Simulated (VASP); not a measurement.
The system is As.

```
As
1.0
     1.88080    1.08588    3.51406
    -1.88080    1.08588    3.51406
     0.00000   -2.17176    3.51406
As
2
Direct
  0.77400 0.77400 0.77400
  0.22600 0.22600 0.22600
```

* Program: VASP 6.6.1
* Task: relaxation of cell and atoms
* Functional: PBE
* Dispersion: D3(BJ)
* Potentials or basis: VASP PAW PBE potentials, release 64 (As)
* Cutoff: 600 eV
* k mesh: 12 × 12 × 12
* Occupations: methfessel-paxton, width 0.1 eV
* Spin: no spin polarisation

At the start: pressure 0.9 GPa; volume 21.53 Å³/atom.

**Question.** How do energy, volume and symmetry change on relaxing?

**Answer.** Over 11 steps the energy falls by 12.5 meV/atom and the volume is 20.91 Å³/atom (-2.9 %); space group R-3m (No. 166, to 0.05 Å).

The path:
```tsv
step	energy change (eV)	largest force (eV/Å)	pressure (GPa)	volume (Å³)
1	0.0000	0.4940	0.88	43.06
2	-0.0098	0.0218	-1.70	43.80
3	-0.0108	0.0924	-1.13	43.63
4	-0.0172	0.0355	-0.55	42.92
5	-0.0204	0.0317	0.27	42.05
6	-0.0240	0.0313	0.09	41.89
7	-0.0249	0.0300	-0.02	41.75
8	-0.0249	0.0303	-0.02	41.75
9	-0.0250	0.0069	0.10	41.74
10	-0.0250	0.0006	0.08	41.74
11	-0.0250	0.0003	-0.05	41.82
```

Final structure:
```
As
1.0
     1.89522    1.09421    3.36081
    -1.89522    1.09421    3.36081
     0.00000   -2.18841    3.36081
As
2
Cartesian
  0.0000 0.0000 7.7572
  0.0000 0.0000 2.3253
```

Caveat: pairwise dispersion overbinds metals, which lowers pressure and volume.
